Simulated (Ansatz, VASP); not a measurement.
# GaBi2BPt2 in two plane-wave programs, part 2 of 2

Wanted: the spread between two codes on one cell, functional and k mesh. The cell is invented: As first built, before any earlier steps moved the atoms: it takes the Bi2Pt structure with some of its atoms replaced by other elements, volume scaled by an estimate. It may not be a known or stable phase. The cell comes out of the VASP series on this material, whose earlier steps may have relaxed, scaled or displaced it; both programs get it as it stands.

VASP 6.6.1 and Ansatz 0.2.0.

So far. Step 2 (Ansatz: single point, PBEsol): The run ends at a pressure of -0.18 GPa, with forces up to 0.15 eV/Å.

## (3) VASP: single point, PBEsol

Level of this step: PBEsol; plane waves and PAW (Bi, Pt, Ga, B); invented cell (VASP).

The same cell, functional, mesh and smearing now go to VASP, with its own data sets and cutoff.

Lines of VASP's logs that name or quote its potential files are left out, and so is its time.

Contents of INCAR:

```
SYSTEM = GaBi2BPt2
PREC = Normal
ENCUT = 320
EDIFF = 1E-05
NELM = 120
ISMEAR = 1
SIGMA = 0.2
LREAL = Auto
ALGO = Fast
GGA = PS
NBANDS = 96
LORBIT = 11
LWAVE = .FALSE.
LCHARG = .FALSE.
KPAR = 4
```

Contents of POSCAR:

```
GaBi2BPt2
1.0
    7.2535368196      0.0000000000      0.0000000000
   -3.6267684098      6.2817475688      0.0000000000
    0.0000000000      0.0000000000     10.3199197986
Bi Pt Ga B
8 8 4 4
Direct
    0.3333333350      0.1666666650      0.8652538350
    0.3333333350      0.6666666650      0.8652538350
    0.8333333350      0.1666666650      0.8652538350
    0.8333333350      0.6666666650      0.8652538350
    0.3333333350      0.1666666650      0.3243224723
    0.3333333350      0.6666666650      0.3243224723
    0.8333333350      0.1666666650      0.3243224723
    0.8333333350      0.6666666650      0.3243224723
    0.0000000000      0.0000000000      0.5125513697
    0.0000000000      0.5000000000      0.5125513697
    0.5000000000      0.0000000000      0.5125513697
    0.5000000000      0.5000000000      0.5125513697
    0.0000000000      0.0000000000      0.0621548840
    0.0000000000      0.5000000000      0.0621548840
    0.5000000000      0.0000000000      0.0621548840
    0.5000000000      0.5000000000      0.0621548840
    0.1666666650      0.3333333350      0.6406137466
    0.1666666650      0.8333333350      0.6406137466
    0.6666666650      0.3333333350      0.6406137466
    0.6666666650      0.8333333350      0.6406137466
    0.1666666650      0.3333333350      0.0951036925
    0.1666666650      0.8333333350      0.0951036925
    0.6666666650      0.3333333350      0.0951036925
    0.6666666650      0.8333333350      0.0951036925
```

Contents of KPOINTS:

```
Automatic mesh
0
Gamma
6 6 4
0 0 0
```

Potentials, in the order of the species: Bi, Pt, Ga and B (PBE family, release 64).

Launch:

```bash
$ mpirun -np 4 vasp_std
```

Numbers of over 12 decimals in the logs are rounded to 6 here.

What it wrote:

```text
[banner, memory and clock lines left out]
running    4 mpi-ranks, on    1 nodes
 distrk:  each k-point on    1 cores,    4 groups
 distr:  one band on    1 cores,    1 groups

 POSCAR found type information on POSCAR BiPtGaB
 POSCAR found :  4 types and      24 ions
|                                                                             |
|               ----> ADVICE to this user running VASP <----                  |
|                                                                             |
|     You enforced a specific xc type in the INCAR file but a different       |
|     [... a line on the potential file left out ...]
|     I HOPE YOU KNOW WHAT YOU ARE DOING!                                     |
|                                                                             |

 LDA part: xc-table for (Slater+PW92), standard interpolation
 POSCAR, INCAR and KPOINTS ok, starting setup
 FFT: planning ... GRIDC
 FFT: planning ... GRID_SOFT
 FFT: planning ... GRID
 WAVECAR not read
 entering main loop
       N       E                     dE             d eps       ncg     rms          rms(c)
DAV:   1     0.510245847901E+03    0.51025E+03   -0.44767E+04  4608   0.878E+02
DAV:   2    -0.967252761179E+02   -0.60697E+03   -0.56559E+03  5448   0.191E+02
DAV:   3    -0.137256910103E+03   -0.40532E+02   -0.39040E+02  5512   0.471E+01
DAV:   4    -0.138598307033E+03   -0.13414E+01   -0.13308E+01  5832   0.868E+00
DAV:   5    -0.138632342287E+03   -0.34035E-01   -0.33993E-01  5456   0.142E+00    0.296E+01
RMM:   6    -0.132772294286E+03    0.58600E+01   -0.31109E+01  4633   0.137E+01    0.131E+01
RMM:   7    -0.131786094040E+03    0.98620E+00   -0.53210E+00  4795   0.583E+00    0.634E+00
RMM:   8    -0.131474385431E+03    0.31171E+00   -0.10855E+00  5113   0.222E+00    0.318E+00
RMM:   9    -0.131411821015E+03    0.62564E-01   -0.29668E-01  5182   0.132E+00    0.101E+00
RMM:  10    -0.131405024854E+03    0.67962E-02   -0.83092E-02  5450   0.676E-01    0.320E-01
RMM:  11    -0.131405783638E+03   -0.75878E-03   -0.17835E-02  5599   0.254E-01    0.203E-01
RMM:  12    -0.131405785114E+03   -0.14766E-05   -0.30897E-03  5492   0.127E-01    0.480E-02
RMM:  13    -0.131405843973E+03   -0.58858E-04   -0.10514E-03  5814   0.621E-02    0.327E-02
RMM:  14    -0.131405842580E+03    0.13924E-05   -0.14138E-04  5464   0.291E-02    0.111E-02
RMM:  15    -0.131405845993E+03   -0.34126E-05   -0.41980E-05  4116   0.138E-02
   1 F= -.13140585E+03 E0= -.13139888E+03  d E =-.208895E-01
```

From OUTCAR (step 3):

```text
ion  position               nearest neighbor table
   1  0.333  0.167  0.865-  15 2.92  13 2.92  16 2.92  19 3.12  17 3.12  18 3.12   3 3.63   3 3.63
                             4 3.63   2 3.63   2 3.63   4 3.63
   2  0.333  0.667  0.865-  16 2.92  14 2.92  15 2.92  20 3.12  18 3.12  17 3.12   4 3.63   4 3.63
                             1 3.63   1 3.63   3 3.63   3 3.63
   3  0.833  0.167  0.865-  13 2.92  15 2.92  14 2.92  17 3.12  19 3.12  20 3.12   1 3.63   1 3.63
                             4 3.63   4 3.63   2 3.63   2 3.63
   4  0.833  0.667  0.865-  14 2.92  16 2.92  13 2.92  18 3.12  20 3.12  19 3.12   2 3.63   2 3.63
                             3 3.63   3 3.63   1 3.63   1 3.63
   5  0.333  0.167  0.324-  11 2.86   9 2.86  12 2.86  15 3.42  13 3.42  16 3.42   7 3.63   7 3.63
                             8 3.63   6 3.63   6 3.63   8 3.63
   6  0.333  0.667  0.324-  12 2.86  10 2.86  11 2.86  16 3.42  14 3.42  15 3.42   8 3.63   8 3.63
                             5 3.63   5 3.63   7 3.63   7 3.63
   7  0.833  0.167  0.324-   9 2.86  11 2.86  10 2.86  13 3.42  15 3.42  14 3.42   5 3.63   5 3.63
                             8 3.63   8 3.63   6 3.63   6 3.63
   8  0.833  0.667  0.324-  10 2.86  12 2.86   9 2.86  14 3.42  16 3.42  13 3.42   6 3.63   6 3.63
                             7 3.63   7 3.63   5 3.63   5 3.63
   9  0.000  0.000  0.513-  18 2.48  20 2.48  17 2.48   7 2.86   5 2.86   8 2.86
  10  0.000  0.500  0.513-  17 2.48  19 2.48  18 2.48   8 2.86   6 2.86   7 2.86
  11  0.500  0.000  0.513-  20 2.48  18 2.48  19 2.48   5 2.86   7 2.86   6 2.86
  12  0.500  0.500  0.513-  19 2.48  17 2.48  20 2.48   6 2.86   8 2.86   5 2.86
  13  0.000  0.000  0.062-  22 2.12  24 2.12  21 2.12   3 2.92   1 2.92   4 2.92   7 3.42   5 3.42
                             8 3.42
  14  0.000  0.500  0.062-  21 2.12  23 2.12  22 2.12   4 2.92   2 2.92   3 2.92   8 3.42   6 3.42
                             7 3.42
  15  0.500  0.000  0.062-  24 2.12  22 2.12  23 2.12   1 2.92   3 2.92   2 2.92   5 3.42   7 3.42
                             6 3.42
  16  0.500  0.500  0.062-  23 2.12  21 2.12  24 2.12   2 2.92   4 2.92   1 2.92   6 3.42   8 3.42
                             5 3.42
  17  0.167  0.333  0.641-  10 2.48  12 2.48   9 2.48   3 3.12   1 3.12   2 3.12
  18  0.167  0.833  0.641-   9 2.48  11 2.48  10 2.48   4 3.12   2 3.12   1 3.12
  19  0.667  0.333  0.641-  12 2.48  10 2.48  11 2.48   1 3.12   3 3.12   4 3.12
  20  0.667  0.833  0.641-  11 2.48   9 2.48  12 2.48   2 3.12   4 3.12   3 3.12
  21  0.167  0.333  0.095-  14 2.12  16 2.12  13 2.12
  22  0.167  0.833  0.095-  13 2.12  15 2.12  14 2.12
  23  0.667  0.333  0.095-  16 2.12  14 2.12  15 2.12
  24  0.667  0.833  0.095-  15 2.12  13 2.12  16 2.12

  LATTYP: Found a hexagonal cell.
 ALAT       =     7.2535368196
 C/A-ratio  =     1.4227431466

 Subroutine GETGRP returns: Found  6 space group operations
 (whereof  6 operations were pure point group operations)

The static configuration has the point symmetry C_3v.

 Found     24 irreducible k-points:

   k-points           NKPTS =     24   k-points in BZ     NKDIM =     24   number of bands    NBANDS=     96

   dimension x,y,z NGX =    32 NGY =   32 NGZ =   48
   dimension x,y,z NGXF=    64 NGYF=   64 NGZF=   96

   ENCUT  =  320.0 eV  23.52 Ry    4.85 a.u.  10.58 10.58 15.05*2*pi/ulx,y,z

   NELECT =     144.0000    total number of electrons

 k-points in reciprocal lattice and weights: Automatic mesh
   0.00000000  0.00000000  0.00000000       0.007
   0.16666667 -0.00000000  0.00000000       0.042
   0.33333333  0.00000000  0.00000000       0.042
   0.50000000 -0.00000000  0.00000000       0.021
   0.16666667  0.16666667  0.00000000       0.042
   0.33333333  0.16666667  0.00000000       0.083
   0.33333333  0.33333333  0.00000000       0.014
   0.00000000  0.00000000  0.25000000       0.014
   0.16666667 -0.00000000  0.25000000       0.042
[...]
0.33333333  0.16666667  0.50000000       0.083
   0.33333333  0.33333333  0.50000000       0.014

 average (electrostatic) potential at core
       1 -59.8566       2 -59.8566       3 -59.8566       4 -59.8566       5 -59.8036
       6 -59.8036       7 -59.8036       8 -59.8036       9 -66.4988      10 -66.4988
      11 -66.4988      12 -66.4988      13 -67.4407      14 -67.4407      15 -67.4407
      16 -67.4407      17  -9.8491      18  -9.8491      19  -9.8491      20  -9.8491
      21 -26.4723      22 -26.4723      23 -26.4723      24 -26.4723

 E-fermi :   7.1369

 k-point     1 :       0.0000    0.0000    0.0000
  band No.  band energies     occupation
    ...
     68       6.2477      2.00000
     69       6.2477      2.00000
     70       6.6565      2.00355
     71       6.6565      2.00355
     72       6.6566      2.00355
     73       7.9530     -0.00000
     74       7.9530     -0.00000
     75       7.9530     -0.00000
     76       8.2446     -0.00000
     77       8.4679     -0.00000
    ...

 k-point     2 :       0.1667   -0.0000    0.0000
  band No.  band energies     occupation
    ...
     68       6.2350      2.00000
     69       6.3149      2.00000
     70       6.7405      2.01692
     71       6.7405      2.01692
     72       6.9229      2.06192
     73       7.9332     -0.00000
     74       7.9454     -0.00000
     75       7.9454     -0.00000
     76       8.0700     -0.00000
     77       8.2666     -0.00000
    ...

 k-point     3 :       0.3333    0.0000    0.0000
  band No.  band energies     occupation
    ...
     68       6.4182      2.00000
     69       6.9145      2.06637
     70       6.9225      2.06214
     71       6.9226      2.06213
     72       6.9902      1.94223
     73       7.3392     -0.05250
     74       7.3392     -0.05251
     75       7.5692     -0.00918
     76       7.6545     -0.00155
     77       7.6550     -0.00153
    ...

  Total       -0.8014792     -0.8014793     -2.5405574      0.0000000      0.0000000      0.0000000
  in kB       -2.7308397     -2.7308400     -8.6563134      0.0000000      0.0000000      0.0000000
  external PRESSURE =      -4.7059977 kB  Pullay stress =       0.0000000 kB

  energy-cutoff  :      320.00
  volume of cell :      470.23
      direct lattice vectors                 reciprocal lattice vectors
     7.253536820  0.000000000  0.000000000     0.137863779  0.079595685  0.000000000
    -3.626768410  6.281747569  0.000000000     0.000000000  0.159191370  0.000000000
     0.000000000  0.000000000 10.319919799     0.000000000  0.000000000  0.096899978

 POSITION                                       TOTAL-FORCE (eV/Angst)
 -----------------------------------------------------------------------------------
      1.81338      1.04696      8.92935        -0.000000     -0.000000      0.134933
      0.00000      4.18783      8.92935         0.000000     -0.000000      0.134933
      5.44015      1.04696      8.92935         0.000000     -0.000000      0.134933
      3.62677      4.18783      8.92935         0.000000     -0.000000      0.134933
      1.81338      1.04696      3.34698        -0.000000      0.000000     -0.173053
      0.00000      4.18783      3.34698         0.000000      0.000000     -0.173053
      5.44015      1.04696      3.34698        -0.000000      0.000000     -0.173053
      3.62677      4.18783      3.34698         0.000000      0.000000     -0.173053
      0.00000      0.00000      5.28949        -0.000000      0.000000      0.032049
     -1.81338      3.14087      5.28949        -0.000000      0.000000      0.032049
      3.62677      0.00000      5.28949         0.000000      0.000000      0.032049
      1.81338      3.14087      5.28949        -0.000000      0.000000      0.032049
      0.00000      0.00000      0.64143        -0.000000      0.000000      0.038544
     -1.81338      3.14087      0.64143        -0.000000      0.000000      0.038544
      3.62677      0.00000      0.64143        -0.000000      0.000000      0.038544
      1.81338      3.14087      0.64143         0.000000      0.000000      0.038544
     -0.00000      2.09392      6.61108        -0.000000      0.000000     -0.082721
     -1.81338      5.23479      6.61108        -0.000000      0.000000     -0.082721
      3.62677      2.09392      6.61108        -0.000000      0.000000     -0.082721
      1.81338      5.23479      6.61108        -0.000000     -0.000000     -0.082721
     -0.00000      2.09392      0.98146         0.000000     -0.000000      0.050249
     -1.81338      5.23479      0.98146         0.000000     -0.000000      0.050249
      3.62677      2.09392      0.98146        -0.000000     -0.000000      0.050249
      1.81338      5.23479      0.98146         0.000000     -0.000000      0.050249
 -----------------------------------------------------------------------------------
    total drift:                               -0.000033      0.000044      0.088082

  FREE ENERGIE OF THE ION-ELECTRON SYSTEM (eV)
  ---------------------------------------------------
  free  energy   TOTEN  =      -131.4058459928 eV

  energy  without entropy=     -131.3849564505  energy(sigma->0) =     -131.39888281

 total charge
# of ion       s       p       d       tot
------------------------------------------
    1        1.756   1.833   0.139   3.728
    2        1.756   1.833   0.139   3.728
    3        1.756   1.833   0.139   3.728
    4        1.756   1.833   0.139   3.728
    5        1.773   1.731   0.147   3.652
    6        1.773   1.731   0.147   3.652
    7        1.773   1.731   0.147   3.652
    8        1.773   1.731   0.147   3.652
    9        0.752   0.429   8.209   9.390
   10        0.752   0.429   8.209   9.390
   11        0.752   0.429   8.209   9.390
   12        0.752   0.429   8.209   9.390
   13        0.813   0.642   8.084   9.539
   14        0.813   0.642   8.084   9.539
   15        0.813   0.642   8.084   9.539
   16        0.813   0.642   8.084   9.539
   17        1.185   1.034   0.146   2.365
   18        1.185   1.034   0.146   2.365
   19        1.185   1.034   0.146   2.365
   20        1.185   1.034   0.146   2.365
   21        0.720   0.935   0.000   1.654
   22        0.720   0.935   0.000   1.654
   23        0.720   0.935   0.000   1.654
   24        0.720   0.935   0.000   1.654
--------------------------------------------------
tot         27.995  26.419  66.897 121.312

[... 3 further parts left out ...]
```

The data sets Bi and Ga keep the semicore shell frozen, which is cheaper and a little less accurate.

## (4) Differences

Known differences besides the PAW data sets themselves: the data sets hold 328 valence electrons in Ansatz (default PAW (the set named soft_2) files) and 144 in VASP; the cutoff is 420 eV in Ansatz and 320 eV in VASP (PREC = Normal, projectors in real space); Ansatz makes its cores anew for this functional, VASP keeps those of its PBE data sets; VASP leaves aspherical gradient terms in its spheres out (LASPH is not set), Ansatz keeps them. Total energies have different zeros and are not compared.

Both answers:

```
      quantity  Ansatz   VASP  difference
pressure (GPa)   -0.18  -0.47       +0.30
```

Forces on 10 of the 24 atoms, picked by the larger force of the two programs (eV/Å; atoms numbered as in POSCAR):

```
atom        Ansatz x, y, z          VASP x, y, z
 Bi1   0.000, 0.000, 0.110   0.000, 0.000, 0.135
 Bi2   0.000, 0.000, 0.110   0.000, 0.000, 0.135
 Bi3   0.000, 0.000, 0.110   0.000, 0.000, 0.135
 Bi4   0.000, 0.000, 0.110   0.000, 0.000, 0.135
 Bi5  0.000, 0.000, -0.149  0.000, 0.000, -0.173
 Bi6  0.000, 0.000, -0.149  0.000, 0.000, -0.173
 Bi7  0.000, 0.000, -0.149  0.000, 0.000, -0.173
 Bi8  0.000, 0.000, -0.149  0.000, 0.000, -0.173
Ga19  0.000, 0.000, -0.055  0.000, 0.000, -0.083
Ga20  0.000, 0.000, -0.055  0.000, 0.000, -0.083
```

The forces differ by 14 meV/Å r.m.s., which is 23.4 % of the r.m.s. force of 0.06 eV/Å (both taken over all components). Ansatz's pressure holds a Pulay correction of 0.06 GPa; VASP's holds none.

## (5) What moves the difference

The difference is large enough to ask for its cause, so further runs change the set-up of one program at a time, as the table lists.

```
                                                           run  r.m.s. force difference (meV/Å)
                                                      as above                               14
cores kept as stored, as VASP does, whose cores stay as stored                               14
```

## (6) Outcome

| Quantity | Value |
| --- | --- |
| r.m.s. force difference (single point, PBEsol) | 14 meV/Å |

What this shows: The r.m.s. force difference is 14 meV/Å (single point, PBEsol), beyond the 12 meV/Å picked in this series as the mark of a large difference. For single point, PBEsol: no further run halves the r.m.s. force difference; only Ansatz's side was varied. 2 further runs on this material are not shown. How closely two codes agree says nothing of how well the functional describes the real material.

[Lines on the potential files, build, host, timing and source positions are cut from VASP's logs without a mark.]

[Logs are printed without paths, hosts, clocks, repeated set-up lines and the standing remarks that a program may print on its own settings, such as how far it seeks lower states.]

[Hosts, paths, dates, database ids (printed as entryN), source tags and the programs' standing remarks are cut or masked in the printed files.]
